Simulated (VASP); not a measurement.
Data:

```yaml
crystal:
  lattice:
    - [3.82528, 0.00000, 0.00000]
    - [0.00000, 3.82528, 0.00000]
    - [0.00000, 0.00000, 7.93318]
  atoms:
    - { symbol: Gd, position: [0.00000, 0.50000, 0.72619] }
    - { symbol: Gd, position: [0.50000, 0.00000, 0.27381] }
    - { symbol: S, position: [0.00000, 0.00000, 0.00000] }
    - { symbol: S, position: [0.50000, 0.50000, 0.00000] }
    - { symbol: S, position: [0.00000, 0.50000, 0.36727] }
    - { symbol: S, position: [0.50000, 0.00000, 0.63273] }
```

Calculation: PBEsol GGA, VASP's PBE PAW potentials (set 64) (plane waves; VASP). Run with 400 eV cut-off, 9×9×5 Γ-centred mesh, tetrahedra with Blöchl corrections, potentials Gd_3 S.

The 4f electrons are frozen in the core of the lanthanide potential, so 4f levels, which can set the real gap, and their magnetism are missing.

Problem. What does the run give for the energy per atom (σ→0), band gap (on the k-mesh) with the smallest direct gap where there is one?

Solution. 
```json
{
 "band gap (on the k-mesh)": "none (metal, semimetal or under 0.01 eV)",
 "energy per atom (σ→0)": "-6.393 eV/atom"
}
```

Only differences to runs with the same potentials and settings are physical.

The structure comes from a computed database's GdS2 entry (P4/nmm); how it stands against other phases isn't given here. It was relaxed first.
